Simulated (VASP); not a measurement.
```xyz
2
Lattice="0.0000 3.4450 3.4450 3.4450 0.0000 3.4450 3.4450 3.4450 0.0000" Properties=species:S:1:pos:R:3 pbc="T T T"
Rb     0.0000     0.0000     0.0000
Br     3.4450     3.4450     3.4450
```

The base run (VASP): PBE GGA, plane waves, VASP's PBE PAW potentials (set 64). Settings: 400 eV cut-off, 6×6×6 Γ-centred mesh, Gaussian smearing of 0.050 eV, potentials Rb_sv Br.

One setting is varied; ΔE counts from the most expensive setting. The base run took about 9 core-seconds. The timings are rough (shared machines, no repeats); factors under 2 mean little.

The pressure holds a Pulay error that falls with the cut-off, as the column shows.

```tsv
setting	cost over the base run	electronic steps	ΔE (meV/atom)	pressure (GPa)
ENCUT = 150	?	?	?	?
ENCUT = 225	within a factor of 2	13	0.8	0.40
ENCUT = 325	within a factor of 2	13	-0.1	0.75
ENCUT = 350	within a factor of 2	13	0.0	0.75
base run	reference	13	0.0	0.75
ENCUT = 625	within a factor of 2	13	0.0	0.77
ENCUT = 775	about 3 times	13	0.0	0.77
```

What belongs in the gaps?

- ENCUT = 150, cost over the base run: about 1/2
- ENCUT = 150, electronic steps: 14
- ENCUT = 150, ΔE (meV/atom): -17.4
- ENCUT = 150, pressure (GPa): -5.85

Left out are runs that failed, have no time on record or changed the cell.

The compound is RbBr in the rock salt structure. The cell was not relaxed at this level.
